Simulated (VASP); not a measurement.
Output of a VASP run:

File OSZICAR:
```
...
DAV:   4    -0.195055625219E+02   -0.23698E+00   -0.23191E+00  2798   0.143E+01
DAV:   5    -0.195143615387E+02   -0.87990E-02   -0.87965E-02  3444   0.254E+00    0.158E+01
DAV:   6    -0.180685257052E+02    0.14458E+01   -0.12605E+01  2526   0.569E+01    0.725E+00
DAV:   7    -0.191980398231E+02   -0.11295E+01   -0.20170E+01  3638   0.527E+01    0.174E+01
DAV:   8    -0.174760904850E+02    0.17219E+01   -0.10186E+01  3454   0.357E+01    0.205E+00
DAV:   9    -0.175112012505E+02   -0.35111E-01   -0.25114E-01  3378   0.549E+00    0.189E+00
DAV:  10    -0.174905258687E+02    0.20675E-01   -0.92164E-02  3506   0.415E+00    0.453E-01
DAV:  11    -0.174893742975E+02    0.11516E-02   -0.64281E-03  3172   0.912E-01    0.173E-01
DAV:  12    -0.174890867316E+02    0.28757E-03   -0.81941E-04  3652   0.279E-01    0.509E-02
DAV:  13    -0.174890755151E+02    0.11216E-04   -0.39419E-05  3170   0.644E-02    0.260E-02
DAV:  14    -0.174890714822E+02    0.40329E-05   -0.17909E-05  3544   0.477E-02    0.346E-03
DAV:  15    -0.174890714476E+02    0.34578E-07   -0.60190E-07  1326   0.123E-02
   1 F= -.13273244E+02 E0= -.13273567E+02  d E =-.132732E+02
       N       E                     dE             d eps       ncg     rms          rms(c)
DAV:   1    -0.198748716619E+02   -0.23858E+01   -0.67514E+01  2454   0.129E+02    0.170E+01
DAV:   2    -0.204715352506E+02   -0.59666E+00   -0.39091E+01  2786   0.991E+01    0.164E+01
DAV:   3    -0.172788096392E+02    0.31927E+01   -0.23655E+01  3418   0.738E+01    0.700E+00
DAV:   4    -0.168905868520E+02    0.38822E+00   -0.27429E+00  3328   0.195E+01    0.138E+00
DAV:   5    -0.169215881284E+02   -0.31001E-01   -0.20423E-01  3100   0.565E+00    0.145E+00
DAV:   6    -0.169457716810E+02   -0.24184E-01   -0.51559E-02  3612   0.196E+00    0.807E-01
DAV:   7    -0.169617474668E+02   -0.15976E-01   -0.26787E-02  3212   0.160E+00    0.151E-01
DAV:   8    -0.169642812504E+02   -0.25338E-02   -0.12754E-02  3394   0.791E-01    0.154E-01
DAV:   9    -0.169645837534E+02   -0.30250E-03   -0.12197E-03  2794   0.346E-01    0.450E-02
DAV:  10    -0.169645734739E+02    0.10280E-04   -0.18776E-04  3396   0.125E-01    0.756E-03
DAV:  11    -0.169645739945E+02   -0.52064E-06   -0.43755E-06  2246   0.211E-02
   2 F= -.13174268E+02 E0= -.13174847E+02  d E =0.989754E-01
       N       E                     dE             d eps       ncg     rms          rms(c)
DAV:   1    -0.187659212531E+02   -0.18013E+01   -0.33319E+01  2484   0.100E+02    0.109E+01
DAV:   2    -0.197083914573E+02   -0.94247E+00   -0.23247E+01  3222   0.678E+01    0.189E+01
DAV:   3    -0.174916186722E+02    0.22168E+01   -0.21645E+01  3486   0.540E+01    0.414E+00
DAV:   4    -0.173855698459E+02    0.10605E+00   -0.61170E-01  2940   0.907E+00    0.238E+00
DAV:   5    -0.173696229430E+02    0.15947E-01   -0.17821E-01  3366   0.429E+00    0.115E+00
DAV:   6    -0.173717525840E+02   -0.21296E-02   -0.67779E-03  2776   0.906E-01    0.113E+00
DAV:   7    -0.173776300645E+02   -0.58775E-02   -0.28095E-02  3108   0.190E+00    0.323E-01
DAV:   8    -0.173781189018E+02   -0.48884E-03   -0.11861E-02  3710   0.734E-01    0.908E-02
DAV:   9    -0.173782209250E+02   -0.10202E-03   -0.24514E-04  2582   0.183E-01    0.773E-02
DAV:  10    -0.173781624379E+02    0.58487E-04   -0.12585E-04  3112   0.105E-01    0.212E-02
DAV:  11    -0.173781603643E+02    0.20736E-05   -0.22331E-05  3256   0.403E-02    0.737E-03
DAV:  12    -0.173781602051E+02    0.15921E-06   -0.23168E-06  2032   0.126E-02
   3 F= -.13297586E+02 E0= -.13297873E+02  d E =-.243421E-01
```

OUTCAR:
```
------------------------ aborting loop because EDIFF is reached ----------------------------------------
  FORCE on cell =-STRESS in cart. coord.  units (eV):
  Direction    XX          YY          ZZ          XY          YZ          ZX
  --------------------------------------------------------------------------------------
  Total        4.0514294      4.0514294      4.0514294      0.0000000      0.0000000      0.0000000
  in kB      297.8572975    297.8572975    297.8572975      0.0000000      0.0000000      0.0000000
  external PRESSURE =      -2.1427025 kB  Pullay stress =     300.0000000 kB
  volume of cell :       21.79
      direct lattice vectors                 reciprocal lattice vectors
     2.793209678 -0.000000000  0.000000000     0.358011075  0.000000000  0.000000000
    -0.000000000  2.793209678  0.000000000     0.000000000  0.358011075  0.000000000
    -0.000000000 -0.000000000  2.793209678    -0.000000000 -0.000000000  0.358011075
 POSITION                                       TOTAL-FORCE (eV/Angst)
 -----------------------------------------------------------------------------------
      0.00000      0.00000      0.00000         0.000000      0.000000      0.000000
      1.39660      1.39660      1.39660        -0.000000     -0.000000      0.000000
 -----------------------------------------------------------------------------------
    total drift:                                0.000000      0.000000     -0.000000
  FREE ENERGIE OF THE ION-ELECTRON SYSTEM (eV)
  ---------------------------------------------------
  free  energy   TOTEN  =       -17.3781602051 eV

  energy  without entropy=      -17.3790225655  energy(sigma->0) =      -17.37844766
  enthalpy is  TOTEN    =       -13.2975859368 eV   P V=        4.0805742683

 reached required accuracy - stopping structural energy minimisation
```
(Selected blocks of OUTCAR.)

POSCAR:
```
TiCo
1
    2.8237357902     0.0000000000     0.0000000000
    0.0000000000     2.8237357902     0.0000000000
    0.0000000000     0.0000000000     2.8237357902
Ti Co
1 1
Direct
  0.0000000000   0.0000000000   0.0000000000
  0.5000000000   0.5000000000   0.5000000000
```

**Question.** Reconstruct the remaining input files.

**Answer.** One answer among several that fit: the input of the run itself, LDA (Ceperley-Alder, Perdew-Zunger), plane waves, VASP's LDA PAW potentials (set 64).

### KPOINTS
```
K-points
0
G
  13 13 13
0 0 0
```

INCAR:
```
! general
SYSTEM   =  TiCo
PREC     =  Accurate
ENCUT    =  500   ! plane-wave cut-off (eV)
LREAL    =  .False.   ! projection in real space or not
LASPH    =  .True.

! electronic loop
EDIFF    =  1E-6
NELM     =  100
ALGO     =  Normal   ! blocked Davidson
LMAXMIX  =  4   ! l cut-off of mixed one-centre charges

! smearing
ISMEAR   =  1   ! Methfessel-Paxton
SIGMA    =  0.1

! ions
IBRION   =  2   ! conjugate gradients
NSW      =  40
ISIF     =  3
EDIFFG   =  -0.02   ! ionic stop
PSTRESS  =  300   ! kbar

! output
LWAVE    =  .False.
LCHARG   =  .False.
```

POTCAR, in this order: Ti_sv Co (LDA.64 set). Program: vasp_std.

Energy and stress use the plane-wave basis of the starting cell.

The compound is TiCo in the CsCl type structure. This run relaxes it under an external pressure of 30 GPa. Symmetry was kept, so distortions that lower it aren't found. The run is not spin-polarised, so no magnetic state was tried. The electron count is odd and the run is not spin-polarised, which forces a metal.
